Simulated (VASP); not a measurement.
# Ti: a series in biaxial strain in the (0001) plane

How do stress and energy of Ti follow biaxial strain in the (0001) plane?

Method: r2SCAN; plane waves and PAW (Ti_sv), in the first sound run; inputs show where later runs differ, in VASP 6.6.1.

Report form: the programs' logs are mostly left out.

## 1. Starting point

The structure is hexagonal, space group P6_3/mmc (No. 194). The conventional cell has a = 2.950 Å, b = 2.950 Å, c = 4.685 Å, α = 90.00°, β = 90.00°, γ = 120.00°. Ti has 12 Ti at 2.90 to 2.95 Å nearest.

## 2. Relax the crystal, r2SCAN

The series starts from the cell that this level prefers, so that zero strain is near zero stress.

This step took 2 runs in a row; the last is shown.

Level: r2SCAN; plane waves and PAW (Ti_sv).

The input, INCAR:

```
SYSTEM = Ti
PREC = Accurate
ENCUT = 450
EDIFF = 1E-07
NELM = 120
ISMEAR = 1
SIGMA = 0.15
LREAL = .FALSE.
ALGO = Normal
METAGGA = R2SCAN
LASPH = .TRUE.
NBANDS = 18
LORBIT = 11
LWAVE = .FALSE.
LCHARG = .FALSE.
KPAR = 8
IBRION = 2
NSW = 40
ISIF = 3
EDIFFG = -0.005
POTIM = 0.4
```

The input, POSCAR:

```
Ti
1.0
    2.9355818445      0.0000000000      0.0000000000
   -1.4677909223      2.5422884523      0.0000000000
    0.0000000000      0.0000000000      4.6386414262
Ti
2
Direct
    0.0000000000      0.0000000000      0.0000000000
    0.3333333333      0.6666666667      0.5000000000
```

The input, KPOINTS:

```
Automatic mesh
0
Gamma
23 23 13
0 0 0
```

Potentials, in the order of the species: Ti_sv (PBE family, release 64).

Command:

```console
> mpirun -np 8 vasp_std
```

Run time: 3.1 min. Hardware: 8 MPI ranks of AMD EPYC 7R43, shared host; peak memory 1.9 GiB.

Read from the output:

| Item | Value |
| --- | --- |
| energy(sigma→0) of the program | -25.8942 eV |
| stress, compression positive | xx, yy, zz 0.02, 0.02, 0.01 GPa |
| volume | 34.601 Å³ |
| ionic steps | 2 |

## 3. Strain along the normal, r2SCAN

One member in full: the plane is strained by -2 %, and the strain along the normal is moved by secant steps until the normal stress is under 0.012 GPa or five steps are spent; the atoms relax at each step.

This step took 3 runs, each at a new trial strain with the atoms of the one before; the last is shown.

Level: r2SCAN; plane waves and PAW (Ti_sv).

INCAR: that of step 2 with these lines changed.

```diff
@@ -15,7 +15,7 @@
 LCHARG = .FALSE.
-KPAR = 8
-IBRION = 2
-NSW = 40
-ISIF = 3
-EDIFFG = -0.005
-POTIM = 0.4
+KPAR = 2
+IBRION = 1
+NSW = 25
+ISIF = 2
+EDIFFG = -0.004
+POTIM = 0.3
```

The input, POSCAR:

```
Ti
1.0
    2.8764490700      0.0000000000      0.0000000000
   -1.4382245350      2.4910779670      0.0000000000
    0.0000000000      0.0000000000      4.7099542310
Ti
2
Direct
    0.0000000000      0.0000000000      0.0000000000
    0.3333333333      0.6666666667      0.5000000000
```

KPOINTS is that of step 2.

Command:

```console
> mpirun -np 2 vasp_std
```

It took 8.9 min on 2 MPI ranks; peak memory 0.47 GiB; 16 min of CPU time.

Numbers from this step:

```
energy(sigma→0) of the program : -25.8714 eV
stress, compression positive   : xx, yy, zz 4.69, 4.69, 0.00 GPa
ionic steps                    : 1
```

## 4. The table

The other members went through these steps as far as the tables show, with the same cutoff and, step by step, the same mesh; 25 runs are not shown. The session took 8.1 core hours (wall time by ranks) on a shared machine.

```csv
in-plane strain (%),strain along the normal (%),"in-plane stress, tension positive (GPa)","energy above the unstrained row, extrapolated to no smearing (meV/atom)"
-2.000,1.560,-4.690,11.356
-1.500,1.157,?,?
-1.000,0.758,-2.290,3.149
-0.500,0.390,-1.134,0.954
0,0.005,-0.019,0.000
0.500,-0.384,1.053,0.233
1.000,-0.771,2.092,1.597
1.500,-1.149,3.102,4.053
2.000,-1.515,4.086,7.598
```

## 5. A fit to the known rows

Fitting a parabola to the 8 known rows (e: strain in %) gives stress = − 0.06999 e² + 2.193 e − 0.02433 in GPa; the residuals are 0.0043 GPa r.m.s.

For the withheld row, e = -1.5, the fit gives -3.471 GPa.

## 6. The withheld row

The calculation gives -3.483 GPa, so the prediction is 0.012 GPa too high, more than twice the residual of the fit.

Slopes at zero strain, from cubics through all rows: strain ratio -0.767, stress over strain 219 GPa. For (0001) the ratio is −2C₁₃/C₃₃.

## 7. Outcome

| Item | Value |
| --- | --- |
| error of the predicted stress | 0.012 GPa |
| ratio of normal to in-plane strain | -0.767 |
| biaxial modulus | 219 GPa |

What this shows: As a check, the curvature of the energy gives 220 GPa for the same modulus (energy per volume = M × strain²), 0 % from the slope of the stress. The energy also has a linear term worth 0.34 GPa that the stress column lacks, a mark of the finite basis or of the smearing. These are static values: temperature and zero-point motion are left out. In a metal the slopes also depend on mesh and smearing, which were held through the series.

[Lines on the potential files, build, host, timing and source positions are cut from VASP's logs without a mark.]

[Logs are printed without paths, hosts, clocks, repeated set-up lines and the standing remarks that a program may print on its own settings, such as how far it seeks lower states.]

[Hosts, paths, dates, database ids (printed as entryN), source tags and the programs' standing remarks are cut or masked in the printed files.]

[In band tables of VASP the shares of atoms and orbitals are scaled to a sum of 1 inside the atoms' spheres.]
